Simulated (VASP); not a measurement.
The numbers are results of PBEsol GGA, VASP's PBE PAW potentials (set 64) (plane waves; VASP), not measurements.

VASP input:

**INCAR**
```
SYSTEM = YGe
PREC = Accurate; ENCUT = 400; LREAL = .FALSE.
LASPH = .TRUE.
EDIFF = 1E-6; NELM = 100; ALGO = Normal
LMAXMIX = 4
ISMEAR = 1; SIGMA = 0.1
GGA = PS
IBRION = 2; NSW = 60; ISIF = 3
EDIFFG = -0.01
LWAVE = .FALSE.; LCHARG = .FALSE.
```

**POSCAR**
```
YGe
1.0
  3.9336530000   0.0000000000   0.0000000000
 -1.9668270000   3.4066440000   0.0000000000
  0.0000000000   0.0000000000   3.8390510000
Y Ge
1 1
Cartesian
  0.0000000000   0.0000000000   0.0000000000
  1.9668283002   1.1355468645   1.9195255000
```

**KPOINTS**
```
Automatic
0
gamma
10 10 9
```

POTCAR, in this order: Y_sv Ge_d (PBE.64 set). Program: vasp_std.

The run wrote:

**OUTCAR**
```
 ion  position               nearest neighbor table
   1  0.000  0.000  0.000-   2 2.97   2 2.97   2 2.97   2 2.97   2 2.97   2 2.97
   2  0.667  0.333  0.500-   1 2.97   1 2.97   1 2.97   1 2.97   1 2.97   1 2.97
  LATTYP: Found a hexagonal cell.
 ALAT       =     3.9336530000
 C/A-ratio  =     0.9759505986
 Subroutine PRICEL returns:
 Original cell was already a primitive cell.
 Subroutine GETGRP returns: Found 12 space group operations
The static configuration has the point symmetry D_3h.
The dynamic configuration has the point symmetry D_3h.
 Subroutine INISYM returns: Found 12 space group operations
 Subroutine IBZKPT returns following result:
 Found     70 irreducible k-points:

 Following reciprocal coordinates:
            Coordinates               Weight
  0.000000  0.000000  0.000000      1.000000
  0.100000 -0.000000  0.000000      6.000000
  0.200000 -0.000000  0.000000      6.000000
  0.300000  0.000000  0.000000      6.000000
  0.400000  0.000000  0.000000      6.000000
  0.500000  0.000000  0.000000      3.000000
  0.100000  0.100000  0.000000      6.000000
  0.200000  0.100000  0.000000     12.000000
  0.300000  0.100000  0.000000     12.000000
  0.400000  0.100000  0.000000     12.000000
  0.200000  0.200000  0.000000      6.000000
  0.300000  0.200000  0.000000     12.000000
  0.400000  0.200000  0.000000      6.000000
  0.300000  0.300000  0.000000      6.000000
  0.000000  0.000000  0.111111      2.000000
  0.100000 -0.000000  0.111111     12.000000
  0.200000 -0.000000  0.111111     12.000000
  0.300000  0.000000  0.111111     12.000000
  0.400000  0.000000  0.111111     12.000000
  0.500000  0.000000  0.111111      6.000000
  0.100000  0.100000  0.111111     12.000000
  0.200000  0.100000  0.111111     24.000000
  0.300000  0.100000  0.111111     24.000000
...
```

### OSZICAR
```
...
DAV:   8    -0.127662701971E+02    0.22255E-05   -0.31686E-05  2808   0.602E-02    0.815E-03
DAV:   9    -0.127662702008E+02   -0.37585E-08   -0.20307E-06  2184   0.178E-02
   6 F= -.12766270E+02 E0= -.12765883E+02  d E =-.373932E-01
       N       E                     dE             d eps       ncg     rms          rms(c)
DAV:   1    -0.130916219709E+02   -0.32535E+00   -0.87079E+00  2400   0.343E+01    0.371E+00
DAV:   2    -0.128769591745E+02    0.21466E+00   -0.41957E-01  2896   0.863E+00    0.200E+00
DAV:   3    -0.127797380816E+02    0.97221E-01   -0.19781E-01  3240   0.471E+00    0.695E-01
DAV:   4    -0.127793717615E+02    0.36632E-03   -0.13056E-02  3112   0.117E+00    0.585E-01
DAV:   5    -0.127791535719E+02    0.21819E-03   -0.30202E-03  3064   0.737E-01    0.133E-01
DAV:   6    -0.127791408291E+02    0.12743E-04   -0.16086E-04  2680   0.110E-01    0.845E-02
DAV:   7    -0.127791373313E+02    0.34978E-05   -0.42450E-05  3128   0.983E-02    0.279E-02
DAV:   8    -0.127791344814E+02    0.28499E-05   -0.89552E-06  2752   0.356E-02    0.207E-03
DAV:   9    -0.127791345621E+02   -0.80704E-07   -0.34483E-07  1432   0.598E-03
   7 F= -.12779135E+02 E0= -.12778749E+02  d E =-.502576E-01
       N       E                     dE             d eps       ncg     rms          rms(c)
DAV:   1    -0.128972339063E+02   -0.11810E+00   -0.19008E+00  3208   0.226E+01    0.237E+00
DAV:   2    -0.128158041835E+02    0.81430E-01   -0.17662E-01  2808   0.654E+00    0.109E+00
DAV:   3    -0.127900417391E+02    0.25762E-01   -0.11818E-01  3728   0.355E+00    0.712E-01
DAV:   4    -0.127903105718E+02   -0.26883E-03   -0.40414E-03  2552   0.548E-01    0.597E-01
DAV:   5    -0.127906249199E+02   -0.31435E-03   -0.26075E-03  3360   0.514E-01    0.153E-01
DAV:   6    -0.127906509804E+02   -0.26060E-04   -0.14877E-04  2768   0.153E-01    0.967E-02
DAV:   7    -0.127906579935E+02   -0.70131E-05   -0.72709E-05  2560   0.102E-01    0.154E-02
DAV:   8    -0.127906568308E+02    0.11627E-05   -0.74998E-06  2920   0.332E-02    0.134E-02
DAV:   9    -0.127906572712E+02   -0.44046E-06   -0.69102E-07  1504   0.866E-03
   8 F= -.12790657E+02 E0= -.12790348E+02  d E =-.115227E-01
       N       E                     dE             d eps       ncg     rms          rms(c)
DAV:   1    -0.128130175915E+02   -0.22361E-01   -0.37091E-01  3176   0.977E+00    0.104E+00
DAV:   2    -0.127970383508E+02    0.15979E-01   -0.34765E-02  2808   0.302E+00    0.483E-01
DAV:   3    -0.127919431156E+02    0.50952E-02   -0.22785E-02  3728   0.158E+00    0.316E-01
DAV:   4    -0.127919902796E+02   -0.47164E-04   -0.87870E-04  2536   0.247E-01    0.268E-01
DAV:   5    -0.127920361883E+02   -0.45909E-04   -0.49191E-04  3376   0.220E-01    0.706E-02
DAV:   6    -0.127920394061E+02   -0.32178E-05   -0.34845E-05  2920   0.746E-02    0.413E-02
DAV:   7    -0.127920387415E+02    0.66462E-06   -0.14508E-05  2512   0.458E-02    0.703E-03
DAV:   8    -0.127920383109E+02    0.43067E-06   -0.15318E-06  2208   0.140E-02
   9 F= -.12792038E+02 E0= -.12791742E+02  d E =-.129037E-01
       N       E                     dE             d eps       ncg     rms          rms(c)
DAV:   1    -0.127926453634E+02   -0.60662E-03   -0.10421E-02  3176   0.162E+00    0.175E-01
DAV:   2    -0.127921934007E+02    0.45196E-03   -0.97930E-04  2808   0.529E-01    0.811E-02
DAV:   3    -0.127920503890E+02    0.14301E-03   -0.63849E-04  3696   0.265E-01    0.531E-02
DAV:   4    -0.127920512365E+02   -0.84745E-06   -0.27171E-05  2560   0.421E-02    0.456E-02
DAV:   5    -0.127920509865E+02    0.24998E-06   -0.13502E-05  3264   0.362E-02    0.123E-02
DAV:   6    -0.127920505631E+02    0.42336E-06   -0.10553E-06  1320   0.137E-02
  10 F= -.12792051E+02 E0= -.12791755E+02  d E =-.129160E-01
       N       E                     dE             d eps       ncg     rms          rms(c)
DAV:   1    -0.127921977638E+02   -0.14678E-03   -0.25429E-03  3200   0.796E-01    0.875E-02
DAV:   2    -0.127920854518E+02    0.11231E-03   -0.23876E-04  2848   0.268E-01    0.401E-02
DAV:   3    -0.127920494866E+02    0.35965E-04   -0.15494E-04  3688   0.132E-01    0.263E-02
DAV:   4    -0.127920502389E+02   -0.75223E-06   -0.68180E-06  2536   0.207E-02
  11 F= -.12792050E+02 E0= -.12791755E+02  d E =-.129157E-01
       N       E                     dE             d eps       ncg     rms          rms(c)
DAV:   1    -0.127923269722E+02   -0.27749E-03   -0.53867E-03  2816   0.945E-01    0.103E-01
DAV:   2    -0.127921524173E+02    0.17455E-03   -0.36744E-04  2944   0.315E-01    0.530E-02
DAV:   3    -0.127920871045E+02    0.65313E-04   -0.18350E-04  3624   0.149E-01    0.246E-02
DAV:   4    -0.127920867696E+02    0.33490E-06   -0.10833E-05  2848   0.273E-02    0.207E-02
DAV:   5    -0.127920856363E+02    0.11333E-05   -0.41767E-06  2552   0.251E-02    0.408E-03
DAV:   6    -0.127920855434E+02    0.92938E-07   -0.20718E-07  1216   0.422E-03
  12 F= -.12792086E+02 E0= -.12791782E+02  d E =-.353045E-04
       N       E                     dE             d eps       ncg     rms          rms(c)
DAV:   1    -0.127921243145E+02   -0.38678E-04   -0.67538E-04  2792   0.336E-01    0.359E-02
DAV:   2    -0.127921028995E+02    0.21415E-04   -0.45270E-05  2976   0.112E-01    0.184E-02
DAV:   3    -0.127920950717E+02    0.78278E-05   -0.21703E-05  3624   0.510E-02    0.841E-03
DAV:   4    -0.127920948995E+02    0.17213E-06   -0.12448E-06  1832   0.921E-03
  13 F= -.12792095E+02 E0= -.12791789E+02  d E =-.446607E-04
       N       E                     dE             d eps       ncg     rms          rms(c)
DAV:   1    -0.127922996120E+02   -0.20454E-03   -0.44670E-03  2856   0.861E-01    0.106E-01
DAV:   2    -0.127921565443E+02    0.14307E-03   -0.31163E-04  3080   0.241E-01    0.502E-02
DAV:   3    -0.127921017818E+02    0.54762E-04   -0.16256E-04  3816   0.153E-01    0.263E-02
DAV:   4    -0.127921023440E+02   -0.56224E-06   -0.98970E-06  2608   0.246E-02
  14 F= -.12792102E+02 E0= -.12791792E+02  d E =-.744451E-05
       N       E                     dE             d eps       ncg     rms          rms(c)
DAV:   1    -0.127921317968E+02   -0.30015E-04   -0.63919E-04  2936   0.321E-01    0.413E-02
DAV:   2    -0.127921116698E+02    0.20127E-04   -0.47267E-05  3088   0.904E-02    0.196E-02
DAV:   3    -0.127921041148E+02    0.75550E-05   -0.23770E-05  3784   0.593E-02    0.102E-02
DAV:   4    -0.127921039955E+02    0.11925E-06   -0.12790E-06  1512   0.964E-03
  15 F= -.12792104E+02 E0= -.12791795E+02  d E =-.909600E-05
       N       E                     dE             d eps       ncg     rms          rms(c)
DAV:   1    -0.127921062946E+02   -0.21798E-05   -0.50176E-05  3032   0.904E-02    0.119E-02
DAV:   2    -0.127921045267E+02    0.17679E-05   -0.37581E-06  2528   0.272E-02    0.580E-03
DAV:   3    -0.127921037506E+02    0.77611E-06   -0.17604E-06  1656   0.178E-02
  16 F= -.12792104E+02 E0= -.12791794E+02  d E =-.885109E-05
       N       E                     dE             d eps       ncg     rms          rms(c)
DAV:   1    -0.127921038478E+02    0.67896E-06   -0.26947E-06  1760   0.182E-02    0.296E-03
DAV:   2    -0.127921038547E+02   -0.69463E-08   -0.39566E-07  1120   0.940E-03
  17 F= -.12792104E+02 E0= -.12791795E+02  d E =-.895519E-05
       N       E                     dE             d eps       ncg     rms          rms(c)
DAV:   1    -0.127921749730E+02   -0.71125E-04   -0.17355E-03  2296   0.437E-01    0.519E-02
DAV:   2    -0.127921347206E+02    0.40252E-04   -0.71630E-05  2896   0.116E-01    0.280E-02
DAV:   3    -0.127921164273E+02    0.18293E-04   -0.30276E-05  3176   0.584E-02    0.757E-03
DAV:   4    -0.127921159788E+02    0.44849E-06   -0.22016E-06  2480   0.153E-02
  18 F= -.12792116E+02 E0= -.12791802E+02  d E =-.121240E-04
```

**OUTCAR**
```
------------------------ aborting loop because EDIFF is reached ----------------------------------------
  FORCE on cell =-STRESS in cart. coord.  units (eV):
  Direction    XX          YY          ZZ          XY          YZ          ZX
  --------------------------------------------------------------------------------------
  Total        0.0076827      0.0076827     -0.0117342     -0.0000000     -0.0000000      0.0000000
  in kB        0.2574142      0.2574142     -0.3931625     -0.0000000     -0.0000000      0.0000000
  external PRESSURE =       0.0405553 kB  Pullay stress =       0.0000000 kB
  volume of cell :       47.82
      direct lattice vectors                 reciprocal lattice vectors
     3.641911684  0.000000043  0.000000000     0.274581066  0.158529468  0.000000000
    -1.820956268  3.153988460  0.000000000    -0.000000004  0.317058862  0.000000000
    -0.000000000 -0.000000000  4.162975347     0.000000000 -0.000000000  0.240212809
 POSITION                                       TOTAL-FORCE (eV/Angst)
 -----------------------------------------------------------------------------------
     -1.82096      3.15399      0.00000        -0.000000      0.000000      0.000000
      1.82096      1.05133      2.08149         0.000000     -0.000000      0.000000
 -----------------------------------------------------------------------------------
    total drift:                               -0.001063      0.000623      0.000000
  FREE ENERGIE OF THE ION-ELECTRON SYSTEM (eV)
  ---------------------------------------------------
  free  energy   TOTEN  =       -12.7921159788 eV

  energy  without entropy=      -12.7911744950  energy(sigma->0) =      -12.79180215

 reached required accuracy - stopping structural energy minimisation
```
(Selected blocks of OUTCAR.)

### CONTCAR
```
YGe
   1.00000000000000
     3.6419116843489556    0.0000000432362447    0.0000000000000000
    -1.8209562676480389    3.1539884595274970    0.0000000000000000
    -0.0000000000000000   -0.0000000000000000    4.1629753470307094
  Y               Ge
     1     1
Direct
     0.0000000000000000    1.0000000000000000    0.0000000000000000
     0.6666669999999968    0.3333330000000032    0.5000000000000000
```

OUTCAR:
```
 val. band max:        4.4245711546   @ k =   0.3000   0.1000   0.2222

 cond. band min:       4.4462832547   @ k =   0.1000   0.1000   0.3333


 Fermi energy:         4.4331654653

 k-point     1 :       0.0000    0.0000    0.0000
  band No.  band energies     occupation
      1     -37.8781      2.00000
      2     -19.3763      2.00000
      3     -19.3763      2.00000
      4     -19.3171      2.00000
      5     -19.3171      2.00000
      6     -19.2887      2.00000
      7     -17.8494      2.00000
      8     -17.7784      2.00000
      9     -17.7784      2.00000
     10      -5.1676      2.00000
     11       3.4531      2.00000
     12       4.5014      0.09315
     13       5.1247     -0.00000
     14       5.1247     -0.00000
     15       8.2918      0.00000
     16       8.2918      0.00000

 k-point     2 :       0.1000   -0.0000    0.0000
  band No.  band energies     occupation
      1     -37.8744      2.00000
      2     -19.3762      2.00000
      3     -19.3746      2.00000
      4     -19.3210      2.00000
      5     -19.3174      2.00000
      6     -19.2888      2.00000
      7     -17.8389      2.00000
      8     -17.8202      2.00000
      9     -17.7882      2.00000
     10      -5.0188      2.00000
     11       3.6257      2.00000
     12       4.3141      2.07053
     13       4.5949     -0.04455
     14       5.2444     -0.00000
     15       8.2093      0.00000
     16       8.5639      0.00000

 k-point     3 :       0.2000   -0.0000    0.0000
  band No.  band energies     occupation
      1     -37.8648      2.00000
      2     -19.3755      2.00000
      3     -19.3699      2.00000
      4     -19.3306      2.00000
      5     -19.3180      2.00000
      6     -19.2893      2.00000
      7     -17.9276      2.00000
      8     -17.8140      2.00000
      9     -17.8116      2.00000
     10      -4.5962      2.00000
     11       3.4416      2.00000
     12       3.9156      2.00000
     13       4.1044      2.00003
...
```

Energy and stress use the plane-wave basis of the starting cell.

The structure was generated: YGe was put into the WC type (P-6m2), which need not be its known phase. This run relaxes it. Symmetry was kept, so distortions that lower it aren't found. The electron count is odd and the run is not spin-polarised, which forces a metal.
